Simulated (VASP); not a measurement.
Computed with PBE GGA, VASP's PBE PAW potentials (set 64) (plane waves; VASP 6.6.1).

The input files of a VASP run:

**POSCAR**
```
MgS
1
    0.0000000000     2.6568070000     2.5703360000
    2.5496310000     0.0000000000     2.5703360000
    2.5496310000     2.6568070000     0.0000000000
Mg S
1 1
Direct
  0.0000000000   0.0000000000   0.0000000000
  0.4942240000   0.5057760000   0.5057760000
```

**KPOINTS**
```
Automatic mesh
0
Gamma
8 8 8
0 0 0
```

### INCAR
```
ALGO = Normal
EDIFF = 1E-6
ENCUT = 800
GGA = PE
ISIF = 2
ISMEAR = 0
LASPH = .TRUE.
LCHARG = .FALSE.
LREAL = .FALSE.
LWAVE = .FALSE.
NELM = 100
PREC = Accurate
SIGMA = 0.05
SYSTEM = MgS
```

POTCAR, in this order: Mg S (PBE.64 set). Program: vasp_std.

The resulting files:

File OUTCAR:
```
 ion  position               nearest neighbor table
   1  0.000  0.000  0.000-   2 2.52   2 2.57   2 2.57   2 2.58   2 2.66   2 2.66
   2  0.494  0.506  0.506-   1 2.52   1 2.57   1 2.57   1 2.58   1 2.66   1 2.66
  LATTYP: Found a face centered orthorhombic cell.
 ALAT       =     5.0992620000
 B/A-ratio  =     1.0081207830
 C/A-ratio  =     1.0420358868
 Subroutine PRICEL returns:
 Original cell was already a primitive cell.
 Subroutine GETGRP returns: Found  4 space group operations
The static configuration has the point symmetry C_2v.
The dynamic configuration has the point symmetry C_2v.
 Subroutine INISYM returns: Found  4 space group operations
 Subroutine IBZKPT returns following result:
 Found     95 irreducible k-points:

 Following reciprocal coordinates:
            Coordinates               Weight
  0.000000  0.000000  0.000000      1.000000
  0.125000 -0.000000  0.000000      8.000000
  0.250000 -0.000000  0.000000      8.000000
  0.375000  0.000000  0.000000      8.000000
  0.500000 -0.000000  0.000000      4.000000
  0.125000  0.125000  0.000000      2.000000
  0.250000  0.125000  0.000000      8.000000
  0.375000  0.125000  0.000000      8.000000
  0.500000  0.125000  0.000000      8.000000
 -0.375000  0.125000 -0.000000      8.000000
 -0.250000  0.125000 -0.000000      8.000000
 -0.125000  0.125000 -0.000000      4.000000
  0.250000  0.250000  0.000000      2.000000
  0.375000  0.250000  0.000000      8.000000
  0.500000  0.250000  0.000000      8.000000
 -0.375000  0.250000 -0.000000      8.000000
 -0.250000  0.250000 -0.000000      4.000000
  0.375000  0.375000  0.000000      2.000000
  0.500000  0.375000  0.000000      8.000000
 -0.375000  0.375000 -0.000000      4.000000
  0.500000  0.500000  0.000000      1.000000
  0.125000  0.000000  0.125000      2.000000
  0.250000  0.000000  0.125000      8.000000
  0.375000  0.000000  0.125000      8.000000
  0.500000  0.000000  0.125000      8.000000
 -0.375000 -0.000000  0.125000      8.000000
 -0.250000 -0.000000  0.125000      8.000000
 -0.125000  0.000000  0.125000      4.000000
  0.000000  0.125000  0.125000      2.000000
  0.250000  0.125000  0.125000      4.000000
  0.375000  0.125000  0.125000      8.000000
  0.500000  0.125000  0.125000      8.000000
 -0.375000  0.125000  0.125000      8.000000
 -0.250000  0.125000  0.125000      8.000000
 -0.125000  0.125000  0.125000      8.000000
  0.375000  0.250000  0.125000      4.000000
  0.500000  0.250000  0.125000      8.000000
 -0.375000  0.250000  0.125000      8.000000
 -0.250000  0.250000  0.125000      8.000000
 -0.125000  0.250000  0.125000      4.000000
   k-points           NKPTS =     95   k-points in BZ     NKDIM =     95   number of bands    NBANDS=      8
   number of dos      NEDOS =    301   number of ions     NIONS =      2
   total plane-waves  NPLWV =  46656
   dimension x,y,z NGX =    36 NGY =   36 NGZ =   36
   dimension x,y,z NGXF=    72 NGYF=   72 NGZF=   72
   ions per type =               1   1
   PREC   = accura    normal or accurate (medium, high low for compatibility)
   ISTART =      0    job   : 0-new  1-cont  2-samecut
   ICHARG =      2    charge: 1-file 2-atom 10-const
   ISPIN  =      1    spin polarized calculation?
   LNONCOLLINEAR =      F non collinear calculations
   LSORBIT =      F    spin-orbit coupling
   INIWAV =      1    electr: 0-lowe 1-rand  2-diag
   ENCUT  =  800.0 eV  58.80 Ry    7.67 a.u.   8.53  8.35  8.49*2*pi/ulx,y,z
   NELM   =    100;   NELMIN=  2; NELMDL= -5     # of ELM steps
   EDIFF  = 0.1E-05   stopping-criterion for ELM
   LREAL  =      F    real-space projection
...
```

**OSZICAR**
```
       N       E                     dE             d eps       ncg     rms          rms(c)
DAV:   1     0.320096847628E+02    0.32010E+02   -0.46001E+03  1536   0.116E+03
DAV:   2    -0.743229067656E+01   -0.39442E+02   -0.36854E+02  2000   0.120E+02
DAV:   3    -0.888341862810E+01   -0.14511E+01   -0.14511E+01  1880   0.317E+01
DAV:   4    -0.888995832302E+01   -0.65397E-02   -0.65397E-02  2384   0.246E+00
DAV:   5    -0.888996565089E+01   -0.73279E-05   -0.73279E-05  1968   0.741E-02    0.447E+00
DAV:   6    -0.852706808441E+01    0.36290E+00   -0.92640E-01  1552   0.481E+00    0.352E+00
DAV:   7    -0.848596289788E+01    0.41105E-01   -0.23932E-01  1880   0.263E+00    0.233E+00
DAV:   8    -0.848612277742E+01   -0.15988E-03   -0.13102E-02  1736   0.981E-01    0.886E-01
DAV:   9    -0.848594892211E+01    0.17386E-03   -0.52997E-04  1952   0.190E-01    0.262E-01
DAV:  10    -0.848598777363E+01   -0.38852E-04   -0.13511E-04  2160   0.791E-02    0.135E-02
DAV:  11    -0.848598548028E+01    0.22933E-05   -0.18267E-05  1872   0.225E-02    0.853E-03
DAV:  12    -0.848598551085E+01   -0.30571E-07   -0.38435E-07  1104   0.557E-03
   1 F= -.84859855E+01 E0= -.84859855E+01  d E =-.535338E-17
```

### OUTCAR
```
------------------------ aborting loop because EDIFF is reached ----------------------------------------
  FORCE on cell =-STRESS in cart. coord.  units (eV):
  Direction    XX          YY          ZZ          XY          YZ          ZX
  --------------------------------------------------------------------------------------
  Total        0.8643726     -0.1352094      0.6166625      0.0000000      0.0000000      0.0000000
  in kB       39.7698856     -6.2209992     28.3727142      0.0000000      0.0000000      0.0000000
  external PRESSURE =      20.6405335 kB  Pullay stress =       0.0000000 kB
  volume of cell :       34.82
      direct lattice vectors                 reciprocal lattice vectors
     0.000000000  2.656807000  2.570336000    -0.196106809  0.188195831  0.194527097
     2.549631000  0.000000000  2.570336000     0.196106809 -0.188195831  0.194527097
     2.549631000  2.656807000  0.000000000     0.196106809  0.188195831 -0.194527097
 POSITION                                       TOTAL-FORCE (eV/Angst)
 -----------------------------------------------------------------------------------
      0.00000      0.00000      0.00000         0.120410      0.000000      0.000000
      2.57908      2.65681      2.57034        -0.120410      0.000000      0.000000
 -----------------------------------------------------------------------------------
    total drift:                                0.000107     -0.000000      0.000000
  FREE ENERGIE OF THE ION-ELECTRON SYSTEM (eV)
  ---------------------------------------------------
  free  energy   TOTEN  =        -8.4859855109 eV

  energy  without entropy=       -8.4859855109  energy(sigma->0) =       -8.48598551
```
(Selected blocks of OUTCAR.)

OUTCAR:
```
 val. band max:        3.9208144405   @ k =   0.0000   0.0000   0.0000

 cond. band min:       6.5514328227   @ k =   0.0000   0.5000   0.5000


 Fermi energy:         4.1945039594

 k-point     1 :       0.0000    0.0000    0.0000
  band No.  band energies     occupation
      1      -8.9100      2.00000
      2       3.7511      2.00000
      3       3.7923      2.00000
      4       3.9208      2.00000
      5       7.6240      0.00000
      6      11.5216      0.00000
      7      11.8684      0.00000
      8      11.9538      0.00000

 k-point     2 :       0.1250   -0.0000    0.0000
  band No.  band energies     occupation
      1      -8.7561      2.00000
      2       2.7609      2.00000
      3       3.6871      2.00000
      4       3.7550      2.00000
      5       8.4191      0.00000
      6      11.4501      0.00000
      7      11.8835      0.00000
      8      12.1850      0.00000

 k-point     3 :       0.2500   -0.0000    0.0000
  band No.  band energies     occupation
      1      -8.3395      2.00000
      2       0.9862      2.00000
      3       3.4846      2.00000
      4       3.5023      2.00000
      5       8.8219      0.00000
      6      11.4337      0.00000
      7      11.8876      0.00000
      8      12.1948      0.00000

 k-point     4 :       0.3750    0.0000    0.0000
  band No.  band energies     occupation
      1      -7.8294      2.00000
      2      -0.4775      2.00000
      3       3.2506      2.00000
      4       3.3388      2.00000
      5       8.5174      0.00000
      6      10.8093      0.00000
      7      11.2117      0.00000
      8      13.7047      0.00000

 k-point     5 :       0.5000   -0.0000    0.0000
  band No.  band energies     occupation
      1      -7.5752      2.00000
      2      -1.0660      2.00000
      3       3.1615      2.00000
      4       3.2762      2.00000
      5       8.3689      0.00000
      6      10.5806      0.00000
      7      10.9573      0.00000
...
```

The compound is MgS in the rock salt structure. The cell was not relaxed at this level, atoms are displaced from their ideal sites. The run is one of a series of settings (ENCUT = 800 against the base run), some of them coarse on purpose.
